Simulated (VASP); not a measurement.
# Sb2Te4O (C2/m) in VASP: band structure with PBE

Aim: the band structure of Sb2Te4O with PBE.

Program: VASP 6.6.1. These are calculated values, not measurements. Logs are shortened: lines on timing, memory, paths and dates and some standing lists are left out, and cuts for length are marked.

## Step 1: The structure

It takes space group C2/m (No. 12, monoclinic). The conventional cell has a = 9.006 Å, b = 4.179 Å, c = 13.385 Å, α = 90.00°, β = 107.73°, γ = 90.00°. Sb (site symmetry m) has 1 O at 1.98 Å as nearest neighbours. Te (site symmetry m) is surrounded by 2 Sb at 2.88 Å. Te (site symmetry m) is surrounded by 2 Te at 2.85 Å. O (site symmetry 2/m) has 2 Sb at 1.98 Å as nearest neighbours.

The cell was built by a generator and needn't be a form met in nature.

## Step 2: Band structure, PBE

POSCAR reads:

```
Sb2Te4O
1.0
    4.5030770000     -2.0895100000      0.0000000000
    4.5030770000      2.0895100000      0.0000000000
   -4.0770480000      0.0000000000     12.7489980000
Sb Te O
2 4 1
Direct
    0.8687340000      0.8687340000      0.0944610000
    0.1312660000      0.1312660000      0.9055390000
    0.5180190000      0.5180190000      0.2384530000
    0.4819810000      0.4819810000      0.7615470000
    0.7391580000      0.7391580000      0.5696420000
    0.2608420000      0.2608420000      0.4303580000
    0.0000000000      0.0000000000      0.0000000000
```

INCAR.step1 reads:

```
ALGO     = Fast           # electronic algorithm
EDIFF    = 1E-6           # SCF threshold, eV
ENCUT    = 520            # plane-wave cutoff, eV
GGA      = PE             # functional
ISIF     = 2              # what is computed and relaxed
ISMEAR   = 0              # smearing method
KPAR     = 4            
LASPH    = T              # aspherical terms in the spheres
LCHARG   = T              # write CHGCAR
LREAL    = F              # projectors in reciprocal space
LWAVE    = F              # write WAVECAR
NELM     = 100            # most SCF steps
PREC     = Accurate       # precision mode
SIGMA    = 0.1            # smearing width, eV
```

KPOINTS.step1 reads:

```
k-points
0
Gamma
  8 8 4
```

INCAR.step2 reads:

```
ALGO     = Fast           # electronic algorithm
EDIFF    = 1E-6           # SCF threshold, eV
ENCUT    = 520            # plane-wave cutoff, eV
GGA      = PE             # functional
ICHARG   = 11             # starting density
ISIF     = 2              # what is computed and relaxed
ISMEAR   = 0              # smearing method
KPAR     = 4            
LASPH    = T              # aspherical terms in the spheres
LCHARG   = F              # write CHGCAR
LREAL    = F              # projectors in reciprocal space
LWAVE    = F              # write WAVECAR
NELM     = 100            # most SCF steps
PREC     = Accurate       # precision mode
SIGMA    = 0.05           # smearing width, eV
```

KPOINTS.step2 reads:

```
path GYFLI,I1ZF1,YX1,XGN,MG
15
line-mode
reciprocal
 0.0000000000  0.0000000000  0.0000000000  G
-0.5000000000 -0.5000000000  0.0000000000  Y

-0.5000000000 -0.5000000000  0.0000000000  Y
-0.5053432179 -0.5053432179  0.0521419145  F

-0.5053432179 -0.5053432179  0.0521419145  F
-0.5000000000 -0.5000000000  0.5000000000  L

-0.5000000000 -0.5000000000  0.5000000000  L
-0.7028271288 -0.2971728712  0.5000000000  I

-0.2971728712  0.2971728712  0.5000000000  I1
 0.0000000000  0.0000000000  0.5000000000  Z

 0.0000000000  0.0000000000  0.5000000000  Z
-0.4946567821 -0.4946567821  0.9478580855  F1

-0.5000000000 -0.5000000000  0.0000000000  Y
-0.6906668577 -0.3093331423  0.0000000000  X1

-0.3093331423  0.3093331423  0.0000000000  X
 0.0000000000  0.0000000000  0.0000000000  G

 0.0000000000  0.0000000000  0.0000000000  G
-0.5000000000  0.0000000000  0.0000000000  N

-0.5000000000  0.0000000000  0.5000000000  M
 0.0000000000  0.0000000000  0.0000000000  G
```

Potentials or basis: VASP PAW PBE potentials, release 64 (Sb, Te, O).

Started as:

```sh
$ cat potpaw_PBE.64/Sb/POTCAR potpaw_PBE.64/Te/POTCAR potpaw_PBE.64/O/POTCAR > POTCAR
$ cp INCAR.step1 INCAR
$ cp KPOINTS.step1 KPOINTS
$ mpirun -np 4 vasp_std > vasp.out
$ cp INCAR.step2 INCAR
$ cp KPOINTS.step2 KPOINTS
$ mpirun -np 4 vasp_std > vasp.out
```

OUTCAR:

```text
EDIFF = 1E-6
   ENCUT = 520
   GGA = PE
   ICHARG = 11
   ISIF = 2
   ISMEAR = 0
   LASPH = T
   LREAL = F
   NELM = 100
   PREC = Accurate

 ion  position               nearest neighbor table
   1  0.869  0.869  0.094-   7 1.98   3 2.88   3 2.88   2 3.47   2 3.47
   2  0.131  0.131  0.906-   7 1.98   4 2.88   4 2.88   1 3.47   1 3.47
   3  0.518  0.518  0.238-   1 2.88   1 2.88   6 3.51   6 3.51
   4  0.482  0.482  0.762-   2 2.88   2 2.88   5 3.51   5 3.51
   5  0.739  0.739  0.570-   6 2.85   6 2.85   4 3.51   4 3.51
   6  0.261  0.261  0.430-   5 2.85   5 2.85   3 3.51   3 3.51
   7  0.000  0.000  0.000-   1 1.98   2 1.98

  LATTYP: Found a base centered monoclinic cell.
 ALAT       =     9.0061540000
 B/A-ratio  =     0.4640182702
 C/A-ratio  =     1.4862103236
 COS(beta)  =    -0.3045973930

  Lattice vectors:

 A1 = (   4.5030770000,  -2.0895100000,   0.0000000000)
 A2 = (   4.5030770000,   2.0895100000,   0.0000000000)
 A3 = (  -4.0770480000,   0.0000000000,  12.7489980000)

Analysis of symmetry for initial positions (statically):
=====================================================================
 Subroutine PRICEL returns:
 Original cell was already a primitive cell.

 Routine SETGRP: Setting up the symmetry group for a
 base centered monoclinic supercell.

 Subroutine GETGRP returns: Found  4 space group operations
 (whereof  4 operations were pure point group operations)
 out of a pool of  4 trial point group operations.

The static configuration has the point symmetry C_2h.

Analysis of symmetry for dynamics (positions and initial velocities):
=====================================================================
 Subroutine PRICEL returns:
 Original cell was already a primitive cell.

 Routine SETGRP: Setting up the symmetry group for a
 base centered monoclinic supercell.

 Subroutine GETGRP returns: Found  4 space group operations
 (whereof  4 operations were pure point group operations)
 out of a pool of  4 trial point group operations.

The dynamic configuration has the point symmetry C_2h.

 Subroutine INISYM returns: Found  4 space group operations
 (whereof  4 operations are pure point group operations),
 and found     1 'primitive' translations

----------------------------------------------------------------------------------------

                                     Primitive cell

  volume of cell :     239.9164

  direct lattice vectors                    reciprocal lattice vectors
     4.503077000 -2.089510000  0.000000000     0.111035188 -0.239290551  0.035508343
     4.503077000  2.089510000  0.000000000     0.111035188  0.239290551  0.035508343
    -4.077048000  0.000000000 12.748998000     0.000000000  0.000000000  0.078437537

  length of vectors
     4.964247628  4.964247628 13.385039051     0.266175925  0.266175925  0.078437537

  position of ions in fractional coordinates (direct lattice)
     0.868734000  0.868734000  0.094461000
     0.131266000  0.131266000  0.905539000
     0.518019000  0.518019000  0.238453000
     0.481981000  0.481981000  0.761547000
     0.739158000  0.739158000  0.569642000
     0.260842000  0.260842000  0.430358000
     0.000000000  0.000000000  0.000000000

  ion indices of the primitive-cell ions
   primitive index   ion index
                 1           1
                 2           2
                 3           3
                 4           4
                 5           5
                 6           6
                 7           7

----------------------------------------------------------------------------------------

 KPOINTS: path GYFLI,I1ZF1,YX1,XGN,MG

Interpolating k-points between supplied coordinates.

 Line segments in fractional coordinates (reciprocal lattice):
    0.000000  0.000000  0.000000  ... -0.500000 -0.500000  0.000000
   -0.500000 -0.500000  0.000000  ... -0.505343 -0.505343  0.052142
   -0.505343 -0.505343  0.052142  ... -0.500000 -0.500000  0.500000
   -0.500000 -0.500000  0.500000  ... -0.702827 -0.297173  0.500000
   -0.297173  0.297173  0.500000  ...  0.000000  0.000000  0.500000
    0.000000  0.000000  0.500000  ... -0.494657 -0.494657  0.947858
   -0.500000 -0.500000  0.000000  ... -0.690667 -0.309333  0.000000
   -0.309333  0.309333  0.000000  ...  0.000000  0.000000  0.000000
    0.000000  0.000000  0.000000  ... -0.500000  0.000000  0.000000
   -0.500000  0.000000  0.500000  ...  0.000000  0.000000  0.000000

 Generated    15 points on each line segment, for a total of    150 k-points:

 Following reciprocal coordinates:
            Coordinates               Weight
  0.000000  0.000000  0.000000      0.006667
 -0.035714 -0.035714  0.000000      0.006667
 -0.071429 -0.071429  0.000000      0.006667
 -0.107143 -0.107143  0.000000      0.006667
 -0.142857 -0.142857  0.000000      0.006667
 -0.178571 -0.178571  0.000000      0.006667
[... 16 lines left out ...]
 -0.502672 -0.502672  0.026071      0.006667
 -0.503053 -0.503053  0.029795      0.006667
 [... further k-points ...]
   k-points           NKPTS =    150   k-points in BZ     NKDIM =    150   number of bands    NBANDS=     24
   number of dos      NEDOS =    301   number of ions     NIONS =      7
   total plane-waves  NPLWV = 160000
   dimension x,y,z NGX =    40 NGY =   40 NGZ =  100
   dimension x,y,z NGXF=    80 NGYF=   80 NGZF=  200
   ions per type =               2   4   1
   NGX,Y,Z   is equivalent  to a cutoff of  13.40, 13.40, 12.42 a.u.
   NGXF,Y,Z  is equivalent  to a cutoff of  26.79, 26.79, 24.84 a.u.
 SYSTEM =  unknown system
   PREC   = accura    normal or accurate (medium, high low for compatibility)
   ISTART =      0    job   : 0-new  1-cont  2-samecut
   ICHARG =     11    charge: 1-file 2-atom 10-const
   ISPIN  =      1    spin polarized calculation?
   LNONCOLLINEAR =      F non collinear calculations
   LSORBIT =      F    spin-orbit coupling
   LASPH  =      T    aspherical Exc in radial PAW
   ENCUT  =  520.0 eV  38.22 Ry    6.18 a.u.   9.23  9.23 24.89*2*pi/ulx,y,z
   NELM   =    100;   NELMIN=  2; NELMDL=  0     # of ELM steps
   EDIFF  = 0.1E-05   stopping-criterion for ELM
   LREAL  =      F    real-space projection
   EDIFFG = 0.1E-04   stopping-criterion for IOM
   NSW    =      0    number of steps for IOM
   IBRION =     -1    ionic relax: 0-MD 1-quasi-New 2-CG
   NFREE  =      0    steps in history (QN), initial steepest desc. (CG)
   ISIF   =      2    stress and relaxation
   ISYM   =      2    0-nonsym 1-usesym 2-fastsym
   POTIM  = 0.5000    time-step for ionic-motion
   TEBEG  =    0.0;   TEEND  =   0.0 temperature during run
   PSTRESS=    0.0 pullay stress
   NELECT =      40.0000    total number of electrons
   NUPDOWN=      -1.0000    fix difference up-down
   EMIN   =  10.00;   EMAX   =-10.00  energy-range for DOS
   EFERMI =   0.00;   METHOD = LEGACY
   ISMEAR =     0;   SIGMA  =   0.05  broadening in eV -4-tet -1-fermi 0-gaus
   EFERMI_NEDOS =   21; number of points for ismear=-14 and -15
   IALGO  =     68    algorithm
   IMIX   =      4    mixing-type and parameters
     AMIX     =   0.40;   BMIX     =  1.00
     AMIX_MAG =   1.60;   BMIX_MAG =  1.00
  volume/ion in A,a.u.               =      34.27       231.29
  Fermi-wavevector in a.u.,A,eV,Ry     =   0.901035  1.702709 11.046075  0.811864
  Thomas-Fermi vector in A             =   2.024066
   LORBIT       =      0    0 simple, 1 ext, 2 COOP (PROOUT), +10 PAW based schemes
   GGA     = PE    functional components
   LHFCALC =     F    Hartree Fock is set to
   AEXX    =    0.0000 exact exchange contribution
   IVDW    =     0    specifies the selected vdW correction
   LEPSILON=     F    determine dielectric tensor
   LRPA    =     F    only Hartree local field effects (RPA)
 non-spin polarized calculation
 RMM-DIIS sequential band-by-band and
 Gauss-broadening in eV      SIGMA  =   0.05
  energy-cutoff  :      520.00
  volume of cell :      239.92
 maximum number of plane-waves:      6482
 NGX is ok and might be reduce to    40

 number of electron      40.0000003 magnetization

 Free energy of the ion-electron system (eV)
  ---------------------------------------------------
  ext. energy  EPLUGINS =         0.00000000
  ---------------------------------------------------
  free energy    TOTEN  =       -24.57147897 eV

  energy without entropy =      -24.56981933  energy(sigma->0) =      -24.57064915

 E-fermi :   4.6974     XC(G=0):  -8.4295

 val. band max:        4.6582327381   @ k =  -0.5136  -0.4864   0.0000
 cond. band min:       4.7036520737   @ k =  -0.5290  -0.4710   0.5000
 fundamental gap:      0.0454193356
 Fermi energy:         4.6974199838

 k-point     1 :       0.0000    0.0000    0.0000
  band No.  band energies     occupation
      1     -14.4913      2.00000
      2      -8.5503      2.00000
      3      -7.6887      2.00000
      4      -7.2412      2.00000
      5      -5.2342      2.00000
      6      -4.2230      2.00000
[... 16 lines left out ...]
     23       5.5325      0.00000
     24       5.7288      0.00000

 k-point     2 :      -0.0357   -0.0357    0.0000
  band No.  band energies     occupation
      1     -14.4906      2.00000
      2      -8.5479      2.00000
      3      -7.6894      2.00000
      4      -7.2384      2.00000
      5      -5.2402      2.00000
      6      -4.2362      2.00000
[... 16 lines left out ...]
     23       5.4855      0.00000
     24       5.7850      0.00000

 k-point     3 :      -0.0714   -0.0714    0.0000
  band No.  band energies     occupation
      1     -14.4886      2.00000
      2      -8.5408      2.00000
      3      -7.6912      2.00000
      4      -7.2301      2.00000
      5      -5.2572      2.00000
      6      -4.2717      2.00000
[... 16 lines left out ...]
     23       5.4851      0.00000
     24       5.8957      0.00000
[... 514 lines left out ...]
 k-point    23 :      -0.5027   -0.5027    0.0261
  band No.  band energies     occupation
      1     -14.4364      2.00000
      2      -8.3568      2.00000
      3      -7.6713      2.00000
      4      -7.1474      2.00000
      5      -5.2497      2.00000
      6      -5.0116      2.00000
[... 16 lines left out ...]
     23       5.9554      0.00000
     24       6.1392      0.00000

 k-point    24 :      -0.5031   -0.5031    0.0298
  band No.  band energies     occupation
      1     -14.4364      2.00000
      2      -8.3568      2.00000
      3      -7.6714      2.00000
      4      -7.1472      2.00000
      5      -5.2503      2.00000
      6      -5.0110      2.00000
[... 16 lines left out ...]
     23       5.9550      0.00000
     24       6.1412      0.00000

 [... further k-points ...]

------------------------ aborting loop because EDIFF is reached ----------------------------------------

  FORCE on cell =-STRESS in cart. coord.  units (eV):
  Direction    XX          YY          ZZ          XY          YZ          ZX
  --------------------------------------------------------------------------------------
  -------------------------------------------------------------------------------------
  Total        0.2080959     14.7378140      2.8890149      0.0000000      0.0000000      1.9829052
  in kB        1.3896779     98.4200943     19.2930320      0.0000000      0.0000000     13.2419720
  external PRESSURE =      39.7009347 kB  Pullay stress =       0.0000000 kB

 VOLUME and BASIS-vectors are now :
 -----------------------------------------------------------------------------
  energy-cutoff  :      520.00
  volume of cell :      239.92
      direct lattice vectors                 reciprocal lattice vectors
     4.503077000 -2.089510000  0.000000000     0.111035188 -0.239290551  0.035508343
     4.503077000  2.089510000  0.000000000     0.111035188  0.239290551  0.035508343
    -4.077048000  0.000000000 12.748998000     0.000000000  0.000000000  0.078437537

 POSITION                                       TOTAL-FORCE (eV/Angst)
 -----------------------------------------------------------------------------------
      7.43883      0.00000      1.20428         0.113315      0.000000      0.227436
     -2.50972      0.00000     11.54471        -0.113315      0.000000     -0.227436
      3.69317      0.00000      3.04004         0.008817      0.000000     -0.108139
      1.23593      0.00000      9.70896        -0.008817      0.000000      0.108139
      4.33451      0.00000      7.26236         0.056654      0.000000     -0.245772
      0.59459      0.00000      5.48663        -0.056654      0.000000      0.245772
      0.00000      0.00000      0.00000         0.000000      0.000000      0.000000
 -----------------------------------------------------------------------------------
    total drift:                                0.000000     -0.000000     -0.000000

  FREE ENERGIE OF THE ION-ELECTRON SYSTEM (eV)
  ---------------------------------------------------
  free  energy   TOTEN  =       -24.5714789722 eV

  energy  without entropy=      -24.5698193260  energy(sigma->0) =      -24.57064915
```

It took 3.2 min on 4 MPI ranks of Intel Xeon 6975P-C (Granite Rapids), shared host; peak memory 0.97 GiB.

What came out:

```yaml
Band_gap_along_the_path: none (metal or under the smearing width)
```

Levels at the corners of the path, in eV from the Fermi level:
| point | band 18 | band 19 | band 20 | band 21 | band 22 | band 23 |
| --- | --- | --- | --- | --- | --- | --- |
| Γ | -1.50 | -1.13 | -0.75 | 0.43 | 0.58 | 0.79 |
| Y | -1.56 | -1.35 | -0.11 | 0.36 | 0.69 | 1.23 |
| Y | -1.56 | -1.35 | -0.11 | 0.36 | 0.69 | 1.23 |
| F | -1.57 | -1.34 | -0.12 | 0.37 | 0.69 | 1.20 |
| F | -1.57 | -1.34 | -0.12 | 0.37 | 0.69 | 1.20 |
| L | -1.43 | -1.35 | -0.24 | 0.21 | 0.63 | 1.01 |
| L | -1.43 | -1.35 | -0.24 | 0.21 | 0.63 | 1.01 |
| I | -1.89 | -1.49 | -0.63 | 0.32 | 1.10 | 1.54 |
| I1 | -1.89 | -1.49 | -0.63 | 0.32 | 1.10 | 1.54 |
| Z | -1.52 | -1.24 | -0.55 | -0.11 | 0.42 | 0.95 |
| Z | -1.52 | -1.24 | -0.55 | -0.11 | 0.42 | 0.95 |
| F1 | -1.57 | -1.34 | -0.12 | 0.37 | 0.69 | 1.20 |
| Y | -1.56 | -1.35 | -0.11 | 0.36 | 0.69 | 1.22 |
| X1 | -1.78 | -1.51 | -0.88 | 0.66 | 0.67 | 1.37 |
| X | -1.78 | -1.51 | -0.88 | 0.66 | 0.67 | 1.37 |
| Γ | -1.50 | -1.13 | -0.75 | 0.43 | 0.58 | 0.79 |
| Γ | -1.50 | -1.13 | -0.75 | 0.43 | 0.58 | 0.79 |
| N | -1.77 | -1.40 | -1.25 | 0.88 | 0.96 | 1.13 |
| M | -1.46 | -1.44 | -1.05 | 0.00 | 0.47 | 1.10 |
| Γ | -1.50 | -1.13 | -0.75 | 0.43 | 0.58 | 0.79 |

Caveat: the log is that of the step along the path at fixed density, whose energy, stress, charges and moments have no meaning; spin-orbit coupling is left out, which moves the levels of the heavy elements.
